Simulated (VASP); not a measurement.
```yaml
crystal:
  lattice:
    - [2.28133, -3.95138, 0.00000]
    - [2.28133, 3.95138, 0.00000]
    - [0.00000, 0.00000, 7.41457]
  atoms:
    - { symbol: Mg, position: [0.66667, 0.33333, 0.49970] }
    - { symbol: Mg, position: [0.33333, 0.66667, 0.99970] }
    - { symbol: Te, position: [0.66667, 0.33333, 0.87630] }
    - { symbol: Te, position: [0.33333, 0.66667, 0.37630] }
```

These are PBEsol GGA, VASP's PBE PAW potentials (set 64) (plane waves; VASP) values and carry that method's errors. Settings: 400 eV cut-off, 7×7×4 Γ-centred mesh, Gaussian smearing of 0.010 eV, potentials Mg Te.

### Question
What does the run give for the energy per atom (σ→0)?

### Answer

The energy per atom (σ→0) comes out as -3.448 eV/atom.

Total energies compare only between runs with the same potentials, cut-off and functional.

The compound is MgTe in the wurtzite structure. It was relaxed first.
